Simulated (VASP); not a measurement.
# MnHg (P4/mmm) in VASP: single point with PBEsol

Aim: the single point of MnHg with PBEsol.

All numbers are computed with VASP 6.6.1; they aren't measurements. Logs are shortened: lines on timing, memory, paths and dates and some standing lists are left out, and cuts for length are marked.

## Step 1: The crystal as given

It takes space group P4/mmm (No. 123, tetragonal). Conventional cell: a = 3.288 Å, b = 3.288 Å, c = 3.313 Å, α = 90.00°, β = 90.00°, γ = 90.00°. Around Hg (site symmetry 4/mmm) lie 8 Mn at 2.85 Å. Around Mn (site symmetry 4/mmm) lie 8 Hg at 2.85 Å.

## Step 2: Single point, PBEsol, collinear spin, ferromagnetic start

File run.py:

```python
from ase.calculators.vasp import Vasp
from ase.dft.bandgap import bandgap
from ase.io import read

atoms = read('MnHg.xyz')
atoms.set_initial_magnetic_moments([0.0, 4.0])
calc = Vasp(
    directory='calc',
    xc='pbesol',
    pp='PBE',
    setups='materialsproject',
    prec='Accurate',
    encut=520,
    ediff=1e-06,
    ismear=0,
    sigma=0.05,
    lreal=False,
    lasph=True,
    nelm=150,
    algo='Normal',
    isif=2,
    lwave=False,
    lcharg=True,
    ispin=2,
    lorbit=11,
    lmaxmix=4,
    lelf=True,
    lvhar=True,
    kpts=[8, 8, 8],
    gamma=True,
)
atoms.calc = calc

print('energy (eV):', atoms.get_potential_energy())
print('free energy (eV):', atoms.get_potential_energy(force_consistent=True))
print('forces (eV/A):')
print(atoms.get_forces())
print('stress (eV/A^3, Voigt):', atoms.get_stress())
print('Fermi level (eV):', calc.get_fermi_level())
print('moment (muB):', atoms.get_magnetic_moment())
print('site moments (muB):', atoms.get_magnetic_moments())
gap, top, bottom = bandgap(calc)
print('band gap (eV):', gap, 'from (spin, k, band)', top, 'to', bottom)
```

File MnHg.xyz:

```xyz
2
Lattice="3.2880000000 0.0000000000 0.0000000000 0.0000000000 3.2880000000 0.0000000000 0.0000000000 0.0000000000 3.3130000000" Properties=species:S:1:pos:R:3 pbc="T T T"
Hg     0.0000000000      0.0000000000      0.0000000000
Mn     1.6440000000      1.6440000000      1.6565000000
```

Potentials or basis: VASP PAW PBE potentials, release 64 (Hg, Mn_pv).

On the command line:

```console
python run.py
```

The log of the run:

```text
energy (eV): -9.55387777
free energy (eV): -9.55499117
forces (eV/A):
[[0. 0. 0.]
 [0. 0. 0.]]
stress (eV/A^3, Voigt): [ 0.01826453  0.01826453  0.01854055 -0.         -0.         -0.        ]
Fermi level (eV): 5.46160466
moment (muB): 3.9061659
site moments (muB): [-0.053  3.806]
band gap (eV): 0.0 from (spin, k, band) (None, None, None) to (None, None, None)
```

OUTCAR:

```text
ENCUT = 520.000000
   EDIFF = 1.00e-06
   GGA = PS
   PREC = Accurate
   ISIF = 2
   ISMEAR = 0
   ISPIN = 2
   LORBIT = 11
   NELM = 150
   LASPH = .TRUE.
   LREAL = .FALSE.

 ion  position               nearest neighbor table
   1  0.000  0.000  0.000-   2 2.85   2 2.85   2 2.85   2 2.85   2 2.85   2 2.85   2 2.85   2 2.85

   2  0.500  0.500  0.500-   1 2.85   1 2.85   1 2.85   1 2.85   1 2.85   1 2.85   1 2.85   1 2.85

  LATTYP: Found a simple tetragonal cell.
 ALAT       =     3.2880000000
 C/A-ratio  =     1.0076034063

  Lattice vectors:

 A1 = (   3.2880000000,   0.0000000000,   0.0000000000)
 A2 = (   0.0000000000,   3.2880000000,   0.0000000000)
 A3 = (   0.0000000000,   0.0000000000,   3.3130000000)

Analysis of symmetry for initial positions (statically):
=====================================================================
 Subroutine PRICEL returns:
 Original cell was already a primitive cell.

 Routine SETGRP: Setting up the symmetry group for a
 simple tetragonal supercell.

 Subroutine GETGRP returns: Found 16 space group operations
 (whereof 16 operations were pure point group operations)
 out of a pool of 16 trial point group operations.

The static configuration has the point symmetry D_4h.

Analysis of symmetry for dynamics (positions and initial velocities):
=====================================================================
 Subroutine PRICEL returns:
 Original cell was already a primitive cell.

 Routine SETGRP: Setting up the symmetry group for a
 simple tetragonal supercell.

 Subroutine GETGRP returns: Found 16 space group operations
 (whereof 16 operations were pure point group operations)
 out of a pool of 16 trial point group operations.

The dynamic configuration has the point symmetry D_4h.

Analysis of structural, dynamic, and magnetic symmetry:
=====================================================================
 Subroutine PRICEL returns:
 Original cell was already a primitive cell.

 Routine SETGRP: Setting up the symmetry group for a
 simple tetragonal supercell.

 Subroutine GETGRP returns: Found 16 space group operations
 (whereof 16 operations were pure point group operations)
 out of a pool of 16 trial point group operations.

The overall configuration has the point symmetry D_4h.

 Subroutine INISYM returns: Found 16 space group operations
 (whereof 16 operations are pure point group operations),
 and found     1 'primitive' translations

----------------------------------------------------------------------------------------

                                     Primitive cell

  volume of cell :      35.8167

  direct lattice vectors                    reciprocal lattice vectors
     3.288000000  0.000000000  0.000000000     0.304136253  0.000000000  0.000000000
     0.000000000  3.288000000  0.000000000     0.000000000  0.304136253  0.000000000
     0.000000000  0.000000000  3.313000000     0.000000000  0.000000000  0.301841232

  length of vectors
     3.288000000  3.288000000  3.313000000     0.304136253  0.304136253  0.301841232

  position of ions in fractional coordinates (direct lattice)
     0.000000000  0.000000000  0.000000000
     0.500000000  0.500000000  0.500000000

  ion indices of the primitive-cell ions
   primitive index   ion index
                 1           1
[... 66 lines left out ...]
   ICHARG =      2    charge: 1-file 2-atom 10-const
   ISPIN  =      2    spin polarized calculation?
   LNONCOLLINEAR =      F non collinear calculations
   LSORBIT =      F    spin-orbit coupling
   LASPH  =      T    aspherical Exc in radial PAW
   ENCUT  =  520.0 eV  38.22 Ry    6.18 a.u.   6.11  6.11  6.16*2*pi/ulx,y,z
   NELM   =    150;   NELMIN=  2; NELMDL= -5     # of ELM steps
   EDIFF  = 0.1E-05   stopping-criterion for ELM
   LREAL  =      F    real-space projection
   EDIFFG = 0.1E-04   stopping-criterion for IOM
   NSW    =      0    number of steps for IOM
   IBRION =     -1    ionic relax: 0-MD 1-quasi-New 2-CG
   NFREE  =      0    steps in history (QN), initial steepest desc. (CG)
   ISIF   =      2    stress and relaxation
   ISYM   =      2    0-nonsym 1-usesym 2-fastsym
   POTIM  = 0.5000    time-step for ionic-motion
   TEBEG  =    0.0;   TEEND  =   0.0 temperature during run
   PSTRESS=    0.0 pullay stress
   NELECT =      25.0000    total number of electrons
   NUPDOWN=      -1.0000    fix difference up-down
   EMIN   =  10.00;   EMAX   =-10.00  energy-range for DOS
   EFERMI =   0.00;   METHOD = LEGACY
   ISMEAR =     0;   SIGMA  =   0.05  broadening in eV -4-tet -1-fermi 0-gaus
   EFERMI_NEDOS =   21; number of points for ismear=-14 and -15
   IALGO  =     38    algorithm
   IMIX   =      4    mixing-type and parameters
     AMIX     =   0.40;   BMIX     =  1.00
     AMIX_MAG =   1.60;   BMIX_MAG =  1.00
  volume/ion in A,a.u.               =      17.91       120.85
  Fermi-wavevector in a.u.,A,eV,Ry     =   1.452200  2.744260 28.693127  2.108885
  Thomas-Fermi vector in A             =   2.569610
   LORBIT       =     11    0 simple, 1 ext, 2 COOP (PROOUT), +10 PAW based schemes
   GGA     = PS    functional components
   LHFCALC =     F    Hartree Fock is set to
   AEXX    =    0.0000 exact exchange contribution
   IVDW    =     0    specifies the selected vdW correction
   LEPSILON=     F    determine dielectric tensor
   LRPA    =     F    only Hartree local field effects (RPA)
 spin polarized calculation
 Gauss-broadening in eV      SIGMA  =   0.05
  energy-cutoff  :      520.00
  volume of cell :       35.82
 maximum number of plane-waves:       984
   NGX = 13   NGY = 13   NGZ = 13

 number of electron      25.0000000 magnetization       3.9061659

 Free energy of the ion-electron system (eV)
  ---------------------------------------------------
  ext. energy  EPLUGINS =         0.00000000
  ---------------------------------------------------
  free energy    TOTEN  =        -9.55499117 eV

  energy without entropy =       -9.55276438  energy(sigma->0) =       -9.55387777

 E-fermi :   5.4616     XC(G=0): -11.9302

 val. band max:        5.4511957145   @ k =   0.2500   0.0000   0.3750
 cond. band min:       5.4641909001   @ k =   0.5000   0.1250   0.2500
 fundamental gap:      0.0129951855
 Fermi energy:         5.4616046632

 spin component 1

 k-point     1 :       0.0000    0.0000    0.0000
  band No.  band energies     occupation
      1     -44.4870      1.00000
      2     -44.4844      1.00000
      3     -44.4844      1.00000
      4      -4.3173      1.00000
      5      -2.8091      1.00000
      6      -2.7967      1.00000
[... 493 lines left out ...]
     17      13.9417      0.00000
     18      14.0428      0.00000

 [... further k-points ...]

 spin component 2

 k-point     1 :       0.0000    0.0000    0.0000
  band No.  band energies     occupation
      1     -40.4961      1.00000
      2     -40.4922      1.00000
      3     -40.4922      1.00000
      4      -4.0476      1.00000
      5      -2.7714      1.00000
      6      -2.7575      1.00000
[... 493 lines left out ...]
     17      14.5603      0.00000
     18      14.9928      0.00000

 [... further k-points ...]

------------------------ aborting loop because EDIFF is reached ----------------------------------------

  FORCE on cell =-STRESS in cart. coord.  units (eV):
  Direction    XX          YY          ZZ          XY          YZ          ZX
  --------------------------------------------------------------------------------------
  -------------------------------------------------------------------------------------
  Total       -0.6541741     -0.6541741     -0.6640601      0.0000000      0.0000000      0.0000000
  in kB      -29.2630017    -29.2630017    -29.7052279      0.0000000      0.0000000      0.0000000
  external PRESSURE =     -29.4104105 kB  Pullay stress =       0.0000000 kB

 VOLUME and BASIS-vectors are now :
 -----------------------------------------------------------------------------
  energy-cutoff  :      520.00
  volume of cell :       35.82
      direct lattice vectors                 reciprocal lattice vectors
     3.288000000  0.000000000  0.000000000     0.304136253  0.000000000  0.000000000
     0.000000000  3.288000000  0.000000000     0.000000000  0.304136253  0.000000000
     0.000000000  0.000000000  3.313000000     0.000000000  0.000000000  0.301841232

 POSITION                                       TOTAL-FORCE (eV/Angst)
 -----------------------------------------------------------------------------------
      0.00000      0.00000      0.00000         0.000000      0.000000      0.000000
      1.64400      1.64400      1.65650         0.000000      0.000000      0.000000
 -----------------------------------------------------------------------------------
    total drift:                                0.000000      0.000000     -0.000000

  FREE ENERGIE OF THE ION-ELECTRON SYSTEM (eV)
  ---------------------------------------------------
  free  energy   TOTEN  =        -9.5549911679 eV

  energy  without entropy=       -9.5527643800  energy(sigma->0) =       -9.55387777

 total charge

# of ion       s       p       d       tot
------------------------------------------
    1        0.816   0.533   9.248  10.597
    2        0.256   6.182   4.974  11.412
--------------------------------------------------
tot          1.072   6.715  14.222  22.009

 magnetization (x)

# of ion       s       p       d       tot
------------------------------------------
    1       -0.043  -0.056   0.046  -0.053
    2        0.026   0.016   3.765   3.806
--------------------------------------------------
tot         -0.016  -0.041   3.811   3.754
```

INCAR:

```text
ENCUT = 520.000000
SIGMA = 0.050000
EDIFF = 1.00e-06
ALGO = Normal
GGA = PS
PREC = Accurate
ISIF = 2
ISMEAR = 0
ISPIN = 2
LMAXMIX = 4
LORBIT = 11
NELM = 150
LASPH = .TRUE.
LCHARG = .TRUE.
LELF = .TRUE.
LVHAR = .TRUE.
LWAVE = .FALSE.
LREAL = .FALSE.
MAGMOM = 1*0.0000 1*4.0000
```

It took 57 s on 1 thread of Intel Xeon Platinum 8375C at 2.90GHz (Ice Lake), shared host; peak memory 0.21 GiB.

Results:

```yaml
Free_energy: -9.5550 eV
Pressure: -2.9 GPa
Band_gap_on_the_k_mesh: none (metal or under the smearing width)
Net_moment: 3.91 μB per cell
Site_moments: Hg -0.05; Mn +3.81 μB
Valence_electrons_inside_the_program's_atomic_spheres: Hg 10.60; Mn 11.41
```

Levels at points of the mesh, in eV from the Fermi level:
Spin up:
| k point | band 12 | band 13 | band 14 | band 15 | band 16 | band 17 | band 18 |
| --- | --- | --- | --- | --- | --- | --- | --- |
| (0.00, 0.00, 0.00) | -1.98 | -1.98 | -1.98 | 4.78 | 5.00 | 5.00 | 8.82 |
| (0.50, 0.00, 0.00) | -2.73 | -2.71 | -2.21 | -1.48 | 10.07 | 10.27 | 10.72 |
| (0.50, 0.50, 0.00) | -2.00 | -1.93 | -1.69 | -1.69 | 0.77 | 3.08 | 11.78 |
| (0.00, 0.00, 0.50) | -2.71 | -2.71 | -2.20 | -1.54 | 10.20 | 10.20 | 10.83 |
| (0.50, 0.00, 0.50) | -1.99 | -1.95 | -1.74 | -1.72 | 0.73 | 3.01 | 11.91 |
| (0.50, 0.50, 0.50) | -1.93 | -1.91 | 0.52 | 4.17 | 4.17 | 4.23 | 4.62 |
Spin down:
```tsv
k point	band 8	band 9	band 10	band 11	band 12	band 13	band 14	band 15
(0.00, 0.00, 0.00)	-7.01	-6.99	0.33	0.35	1.52	1.52	1.53	5.20
(0.50, 0.00, 0.00)	-6.90	-4.90	-4.47	-0.03	0.41	0.46	1.32	2.10
(0.50, 0.50, 0.00)	-6.41	-3.42	-1.38	-1.38	0.55	1.35	1.35	1.94
(0.00, 0.00, 0.50)	-6.89	-4.99	-4.51	-0.05	0.46	0.46	1.34	2.05
(0.50, 0.00, 0.50)	-6.43	-3.49	-1.43	-1.41	0.51	1.36	1.36	1.92
(0.50, 0.50, 0.50)	-6.38	-1.59	-1.59	-1.59	0.43	1.96	1.97	5.67
```

Caveat: the PAW data sets were made with another functional, which shifts forces and pressure a little. The run has no spin-orbit coupling, so splittings on Hg are missing.

## Step 3: For comparison

An earlier run on the cell as given: functional PBE; potentials or basis VASP PAW PBE potentials, release 64 (Hg, Mn_pv); cutoff 520 eV; k mesh 8 × 8 × 8; occupations fermi-dirac, width 0.05 eV; collinear spin, ferromagnetic start; starting moments [0.0, 4.0] μB.

- Pressure: 2.5 GPa
- Band gap on the k mesh: none (metal or under the smearing width)
- Net moment: 3.88 μB per cell
- Site moments: Hg -0.06; Mn +3.80 μB
- Valence electrons inside the program's atomic spheres: Hg 10.61; Mn 11.42
